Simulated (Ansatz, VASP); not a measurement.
**Two plane-wave programs on NbRu3C**

```
Ru Nb C
1.0
     3.98215    0.00000    0.00000
     0.00000    3.98215    0.00000
     0.00000    0.00000    3.98215
Ru Nb C
3 1 1
Direct
  0.50000 0.50000 0.00000
  0.50000 0.00000 0.50000
  0.00000 0.50000 0.50000
  0.00000 0.00000 0.00000
  0.50000 0.50000 0.50000
```

Change from the starting cell: volume scaled by 0.94.

Alike in both runs: task single point; functional PBEsol; k mesh 7 × 7 × 7; occupations fermi-dirac, width 0.05 eV; no spin polarisation.

|  | VASP | Ansatz |
| --- | --- | --- |
| version | VASP 6.6.1 | Ansatz 0.2.0 |
| potentials or method | VASP PAW PBE potentials, release 64 (Ru_pv, Nb_sv, C) | Ansatz PAW |
| plane-wave cutoff (eV) | 520 | 420 |
| valence electrons in the cell | 59 | 65 |

|  | VASP | Ansatz | Ansatz less VASP |
| --- | --- | --- | --- |
| gap on the k mesh at the Fermi level (eV) | none | none | - |
| pressure (GPa) | 6.4 | 6.4 | +0.02 |

A gap of «none» marks a metal or a gap that the smearing closes. The functional is the same, so the differences come from potentials, cutoffs and numerics. The two sets of potentials don't hold the same shells in valence.

Caveats: the PAW data sets were made with another functional, which shifts forces and pressure a little (VASP); the PAW data sets come from PBE, with cores solved anew for the run's functional, which leaves a small shift of forces and pressure (Ansatz).
